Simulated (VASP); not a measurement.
# H16SO10 in VASP: further runs, part 3 of 3

VASP 6.6.1.

## Step 4: Single point, PBE

INCAR

```
SYSTEM = H16SO10
PREC = Accurate
ENCUT = 520
EDIFF = 1E-6
ISMEAR = -1
SIGMA = 0.05
LREAL = Auto
LASPH = .TRUE.
NELM = 80
ALGO = Fast
ISIF = 2
LWAVE = .FALSE.
LCHARG = .FALSE.
GGA = PE
NBANDS = 60
```

KPOINTS

```
Automatic mesh
0
G
  1 1 1
  0 0 0
```

POSCAR

```
H16SO10
1.0
    6.7968840000      0.0000000000      0.0000000000
    0.0000000000      6.7968840000      0.0000000000
    0.0000000000      0.0000000000      6.7968840000
O H S
10 16 1
Direct
    1.0043867160      0.8656172446      0.8401349795
    0.8892898569      0.1927648022      0.4358026413
    0.4880177446      0.1704898892      0.0291309959
    0.6375274317      0.5708939567      0.2203362600
    0.1876595216      0.3414800076      0.7938343512
    0.0066353935      0.5428811202      1.0407710357
    0.3201908404      0.8967638700      0.5887697951
    0.1328697091     -0.0412394856      0.1877919352
    0.4802347664      0.2537927674      0.5189289680
    0.2408897960      0.4912398093      0.3889135080
    1.1084491070      0.8897606609      0.7351751185
    1.0361806969      0.9442562209      0.9568649399
    0.9503325347      0.3153945249      0.4766890240
    0.7523153257      0.2001946774      0.4850752198
    0.5505905353      0.2623702273      0.1168035235
    0.5889316340      0.0959557350     -0.0444468377
    0.5422779026      0.6681591153      0.1896604385
    0.7288192648      0.5793684282      0.1127281266
    0.1109184738      0.4400840150      0.8715170069
    0.2855278978      0.2857338745      0.9022075410
    0.0702380679      0.5906971489      1.1588986953
    0.0129176840      0.6648634874      0.9636327470
    0.4355378141      0.9749614676      0.6158998741
    0.3000051200      0.9088576471      0.4388775798
    0.0341774260      0.0001765515      0.3006819007
    0.2174967235      0.0768146109      0.1783170053
    0.3849116742      0.4431442408      0.5417335355
```

Run with:

```console
$ cat potpaw_PBE.64/O/POTCAR potpaw_PBE.64/H/POTCAR potpaw_PBE.64/S/POTCAR > POTCAR
$ mpirun -np 1 vasp_gam > vasp.out
```

It took 66 s on 1 thread of AMD EPYC 7R43 (Zen 3), shared host; peak memory 0.32 GiB.

The run converged. Its results:

* Free energy: -133.3182 eV
* Pressure: 0.4 GPa
* Largest force: 2.875 eV/Å
* Band gap on the k mesh: 3.59 eV, direct

Forces on the atoms (eV/Å):
```
O    0.072 -0.125 -1.322
O   -0.575 -0.254  0.063
O   -0.369 -0.906 -0.804
O   -0.107 -0.787  0.633
O    1.890 -1.338  0.843
O   -0.652 -0.188  0.534
O   -0.490 -0.615 -1.990
O   -0.903  1.184  2.460
O    0.428 -0.768 -0.120
O   -0.083 -0.375  0.283
H   -0.633  0.003  0.967
H    0.319  0.130  0.002
H    0.155 -0.028 -0.044
H    0.535  0.008 -0.273
H    0.660  0.580  0.402
H   -0.364  0.602  0.544
H   -1.080  0.848 -0.108
H    1.238 -0.193 -0.504
H   -0.015 -0.010  0.435
H   -1.077  0.660 -1.893
H    0.363 -0.513  0.693
H   -0.332  1.222 -1.191
H    0.101  0.399 -0.089
H    0.145 -0.146  1.966
H    1.187 -0.164 -1.702
H   -0.146 -0.467 -0.110
S   -0.267  1.239  0.327
```

Stress tensor (GPa, compression positive):
```
-0.12  0.41  0.25
 0.41  2.27  0.36
 0.25  0.36 -0.91
```

Levels at points of the mesh, in eV from the valence-band top:
```
           k point  band 38  band 39  band 40  band 41  band 42  band 43  band 44  band 45
(0.00, 0.00, 0.00)    -0.55    -0.39    -0.18     0.00     3.59     4.57     6.98     7.48
```

## Step 5: Single point, PBE

INCAR

```
SYSTEM = H16SO10
PREC = Accurate
ENCUT = 520
EDIFF = 1E-6
ISMEAR = -1
SIGMA = 0.05
LREAL = Auto
LASPH = .True.
NELM = 60
ALGO = Normal
ISIF = 2
LWAVE = .False.
LCHARG = .True.
GGA = PE
LELF = .True.
LVHAR = .True.
NBANDS = 60
```

KPOINTS

```
Automatic mesh
0
Gamma
  1 1 1
  0 0 0
```

POSCAR

```
H16SO10
1.0
    6.7968840000      0.0000000000      0.0000000000
    0.0000000000      6.7968840000      0.0000000000
    0.0000000000      0.0000000000      6.7968840000
O H S
10 16 1
Direct
    0.9634120576      0.8944687007      0.8615418477
    0.8765781496      0.1872917060      0.4253713908
    0.4770568396      0.1557772650      0.0011917226
    0.6107798809      0.5456323810      0.2231169459
    0.2039169714      0.3273117505      0.7783125326
   -0.0432992530      0.5604479935      1.0579553807
    0.3221034815      0.8982351325      0.5727330347
    0.1396228036     -0.0125645811      0.2175408614
    0.5032894485      0.2790984810      0.5484572048
    0.2432879537      0.4779395970      0.3660206648
    1.0667241048      0.9254829125      0.7687199016
    1.0135526809      0.9353697959      0.9990166082
    0.9738580208      0.1823629769      0.5273151638
    0.7564201478      0.2137450043      0.4906660170
    0.5303901023      0.2738607868      0.0641323289
    0.5805454382      0.0565553274     -0.0028395365
    0.5957288663      0.6622887782      0.1461552088
    0.7589507192      0.5240636739      0.2078305294
    0.1183336364      0.3859415579      0.8728999936
    0.2923398428      0.2349458958      0.8416650924
    0.0465948808      0.5598889138      1.1652545490
   -0.0334565074      0.6618326869      0.9641035510
    0.3837199517      1.0197614083      0.5230485028
    0.2013422621      0.8895399716      0.4835892447
    0.0758141525      0.1021203245      0.2656070046
    0.2668281524      0.0356192632      0.1704163261
    0.3938863750      0.4721281105      0.5270503366
```

Run with:

```console
$ cat potpaw_PBE.64/O/POTCAR potpaw_PBE.64/H/POTCAR potpaw_PBE.64/S/POTCAR > POTCAR
$ mpirun -np 1 vasp_gam > vasp.out
```

Run time: 84 s. Hardware: 1 thread of AMD EPYC 7R43 (Zen 3), shared host; peak memory 0.35 GiB.

Results (log left out):

| Item | Value |
| --- | --- |
| Free energy | -133.2566 eV |
| Pressure | 0.9 GPa |
| Largest force | 3.439 eV/Å |
| Band gap on the k mesh | 3.41 eV, direct |

Forces on the atoms (eV/Å):
```
O   -0.360  0.120  1.543
O    1.173 -0.271 -1.200
O   -0.157 -0.416  0.350
O    1.228 -1.143  0.427
O   -0.384 -0.051 -1.553
O   -1.076 -3.187  0.715
O   -1.563 -0.049 -0.693
O    0.688 -1.114 -0.796
O   -1.016  1.677 -0.626
O    1.116 -0.341  1.803
H    0.603  0.107 -0.151
H   -0.066 -0.121 -1.348
H    0.492  0.188  0.793
H   -1.628  0.367  0.647
H    0.208  0.137  0.174
H    0.105  0.296 -0.191
H   -0.362  0.804 -0.421
H   -1.173  0.198 -0.197
H   -0.878  0.656  1.128
H    0.682 -0.311  0.496
H    1.265  0.520  0.593
H    0.484  2.304 -1.227
H    0.146  0.012  0.338
H    1.537 -0.041  0.574
H   -1.182  1.183  0.518
H    0.302  0.031 -0.262
S   -0.183 -1.556 -1.437
```

Stress tensor (GPa, compression positive):
```
 1.30  0.03 -2.22
 0.03  0.99 -0.39
-2.22 -0.39  0.38
```

Levels at points of the mesh, in eV from the valence-band top:
| k point | band 39 | band 40 | band 41 | band 42 | band 43 | band 44 |
| --- | --- | --- | --- | --- | --- | --- |
| (0.00, 0.00, 0.00) | -0.30 | -0.18 | 0.00 | 3.41 | 4.95 | 7.11 |

## Step 6: Single point, PBE

INCAR

```
SYSTEM = H16SO10
PREC = Accurate
ENCUT = 520
EDIFF = 1E-7
ISMEAR = -1
SIGMA = 0.05
LREAL = Auto
LASPH = .TRUE.
NELM = 80
ALGO = Normal
ISIF = 2
LWAVE = .FALSE.
LCHARG = .FALSE.
GGA = PE
NBANDS = 60
```

KPOINTS

```
regular mesh
0
G
  1 1 1
  0 0 0
```

POSCAR

```
H16SO10
1.0
    6.7968840000      0.0000000000      0.0000000000
    0.0000000000      6.7968840000      0.0000000000
    0.0000000000      0.0000000000      6.7968840000
O H S
10 16 1
Direct
    0.9046792618      0.9048411007      0.8847730813
    0.8547740406      0.1701367862      0.4523690562
    0.4703920208      0.1501864678     -0.0076652772
    0.6039385106      0.5275358532      0.2232493596
    0.1929413537      0.3620041184      0.7668219731
   -0.0189939978      0.5372903230      1.0004584454
    0.2982984556      0.9578506857      0.5931100192
    0.1654140338      0.0521562528      0.1824365400
    0.5068499036      0.3002993725      0.5447201983
    0.2355638260      0.4748205207      0.3596500985
    0.9627205643      0.8967050195      0.7539190017
    1.0012529271      0.9346341647      0.9787720373
    0.9655601008      0.2172466089      0.5311992966
    0.7590978454      0.2559849484      0.5109694383
    0.5475008842      0.2334010703      0.0839796589
    0.5701583255      0.0823906955     -0.0912771205
    0.5370843463      0.6079256318      0.1321635032
    0.7445764853      0.5236075825      0.1744622977
    0.1397552172      0.4663901870      0.8637634540
    0.3043012063      0.2951499540      0.8310425777
    0.0556872826      0.5324792949      1.1249125334
   -0.0407539690      0.6861379420      0.9671932021
    0.3671682495      1.0844822422      0.6003339177
    0.2410516348      0.9526424167      0.4587101972
    0.0768146109      0.1572632400      0.2259417698
    0.2716833184      0.0919686139      0.0853479330
    0.3847204101      0.4817648793      0.5202531042
```

Potentials or basis: VASP PAW PBE potentials, release 64 (O, H, S).

Run with:

```console
$ cat potpaw_PBE.64/O/POTCAR potpaw_PBE.64/H/POTCAR potpaw_PBE.64/S/POTCAR > POTCAR
$ mpirun -np 1 vasp_gam > vasp.out
```

Wall time 61 s (1 thread of AMD EPYC 7R43 (Zen 3), shared host); peak memory 0.35 GiB.

It converged, with:

```yaml
Free_energy: -133.1339 eV
Pressure: 0.3 GPa
Largest_force: 3.003 eV/Å
Band_gap_on_the_k_mesh: 3.24 eV, direct
```

Forces on the atoms (eV/Å):
```
O   -2.178 -1.267 -1.459
O    1.373  0.025  0.126
O    1.573  0.130 -0.733
O    2.209 -1.128  0.196
O    0.375  0.621 -0.362
O   -0.141  1.485  0.800
O   -0.575 -0.631 -0.174
O   -0.324 -0.713 -0.379
O   -0.961  1.132 -0.042
O    0.797 -0.005  1.165
H    0.340  0.398  0.031
H    2.070  1.439  1.632
H    0.621 -0.428 -0.127
H   -1.430  0.255 -0.122
H   -0.316 -0.130 -0.144
H   -0.573  0.272  0.553
H   -0.786  1.118 -1.044
H   -1.066  0.109  0.264
H   -0.353 -0.847 -0.447
H   -0.007 -0.127  0.284
H   -0.048  0.140 -0.031
H   -0.214 -1.186  0.110
H    0.016 -0.180 -0.481
H    0.460  0.292  0.374
H    0.337 -0.065 -0.260
H   -0.705  0.105  1.068
S   -0.497 -0.814 -0.796
```

Stress tensor (GPa, compression positive):
```
 0.75  0.24 -0.98
 0.24  0.36 -0.20
-0.98 -0.20 -0.35
```

Levels at points of the mesh, in eV from the valence-band top:
```csv
k point,band 38,band 39,band 40,band 41,band 42,band 43,band 44,band 45
"(0.00, 0.00, 0.00)",-0.56,-0.44,-0.39,0.00,3.24,4.54,6.66,7.25
```
